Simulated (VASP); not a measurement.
An input for Ansatz (written as the equivalent of a VASP run, and not itself run):

Ansatz 0.2 input:
```yaml
crystal:
  lattice:
    - [0.0000000, 2.7330050, 2.6948020]
    - [2.7972450, 0.0000000, 2.6948020]
    - [2.7972450, 2.7330050, 0.0000000]
  atoms:
    - { symbol: Ca, position: [0.0000000, 0.0000000, 0.0000000] }
    - { symbol: F, position: [0.2500000, 0.2500000, 0.2500000] }
    - { symbol: F, position: [0.7421190, 0.7578810, 0.7578810] }
kpoints:
  mp_grid: { grid: [6, 6, 6] }
hamiltonian:
  xc: pbe
  pseudopotentials: { kind: paw }
scf:
  occupations: { method: gaussian, width: 0.05 }
  max_iter: 100
output: { forces: true, stress: true, eigenvalues: true }
```

Question: Write the VASP files for the same calculation (PBE).

Answer: Several could match; the one computed here: 
**KPOINTS**
```
Automatic mesh
0
Gamma
6 6 6
0 0 0
```

POSCAR:
```
CaF2
1
    0.0000000000     2.7330050000     2.6948020000
    2.7972450000     0.0000000000     2.6948020000
    2.7972450000     2.7330050000     0.0000000000
Ca F
1 2
Direct
  0.0000000000   0.0000000000   0.0000000000
  0.2500000000   0.2500000000   0.2500000000
  0.7421190000   0.7578810000   0.7578810000
```

**INCAR**
```
SYSTEM = CaF2
PREC = Accurate
ENCUT = 300
EDIFF = 1E-6
NELM = 100
ALGO = Normal
LREAL = .FALSE.
LASPH = .TRUE.
ISMEAR = 0
SIGMA = 0.05
GGA = PE
LWAVE = .FALSE.
LCHARG = .FALSE.
ISIF = 2
```

POTCAR, in this order: Ca_sv F (PBE.64 set). Program: vasp_std.

What does not carry over: each code has its own PAW files, so the cut-off isn't converted (ENCUT is set for VASP's; basis.ecutwfc is left out, and Ansatz then takes the one that its files recommend); Ansatz stops its SCF on the density residual and VASP on the energy change (EDIFF).

The compound is CaF2 in the fluorite structure. The cell was not relaxed at this level, atoms are displaced from their ideal sites. The run is one of a series of settings (ENCUT = 300 against the base run), some of them coarse on purpose.
